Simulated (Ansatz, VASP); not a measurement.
**Two plane-wave programs on Cu3SCl**

INCAR

```
SYSTEM = Cu3SCl
PREC = Accurate
ENCUT = 520
EDIFF = 1E-7
ISMEAR = 0
SIGMA = 0.05
LREAL = .FALSE.
LASPH = .TRUE.
NELM = 100
ALGO = Normal
ISIF = 2
LWAVE = .FALSE.
LCHARG = .FALSE.
GGA = CA
NBANDS = 31
```

File KPOINTS:

```
Automatic mesh
0
G
  4 4 4
  0 0 0
```

POSCAR

```
Cu3SCl
1.0
    4.8159874883      0.0000000000      0.0000000000
    0.0000000000      4.8159874883      0.0000000000
    0.0000000000      0.0000000000      4.8159874883
Cl S Cu
1 1 3
Direct
    0.0000000000      0.0000000000      0.0000000000
    0.5000000000      0.5000000000      0.5000000000
    0.5000000000      0.5000000000      0.0000000000
    0.5000000000      0.0000000000      0.5000000000
    0.0000000000      0.5000000000      0.5000000000
```

Input for Ansatz:

```yaml
crystal:
  lattice:
    - [4.8159874883, 0.0, 0.0]
    - [0.0, 4.8159874883, 0.0]
    - [0.0, 0.0, 4.8159874883]
  atoms:
    - { symbol: Cl, position: [0.0, 0.0, 0.0] }
    - { symbol: S, position: [0.5, 0.5, 0.5] }
    - { symbol: Cu, position: [0.5, 0.5, 0.0] }
    - { symbol: Cu, position: [0.5, 0.0, 0.5] }
    - { symbol: Cu, position: [0.0, 0.5, 0.5] }
basis:
  ecutwfc: 420
kpoints:
  mp_grid: { grid: [4, 4, 4] }
hamiltonian:
  xc: lda
scf:
  occupations: { method: gaussian, width: 0.05 }
output:
  forces: true
  stress: true
  eigenvalues: true
```

The cell comes from a database or a generator and needn't be the stable form of this composition.

Alike in both runs: task single point; functional LDA; k mesh 4 × 4 × 4; occupations gaussian, width 0.05 eV; no spin polarisation.

|  | VASP | Ansatz |
| --- | --- | --- |
| version | VASP 6.6.1 | Ansatz 0.2.0 |
| potentials or method | VASP PAW LDA potentials, release 64 (Cl, S, Cu) | scalar-relativistic, plane waves, PAW |
| plane-wave cutoff (eV) | 520 | 420 |
| valence electrons in the cell | 46 | 70 |

Ansatz gave:

| Property | Result |
| --- | --- |
| gap on the k mesh at the Fermi level (eV) | 0.66 |
| least direct gap on the mesh (eV) | 1.24 |
| pressure (GPa) | -14.1 |

Problem. Estimate VASP's values.

Solution. gap on the k mesh at the Fermi level (eV): 0.68; least direct gap on the mesh (eV): 1.28; pressure (GPa): -14.0.

The two sets of potentials don't hold the same shells in valence.

A k mesh can miss the band edges.
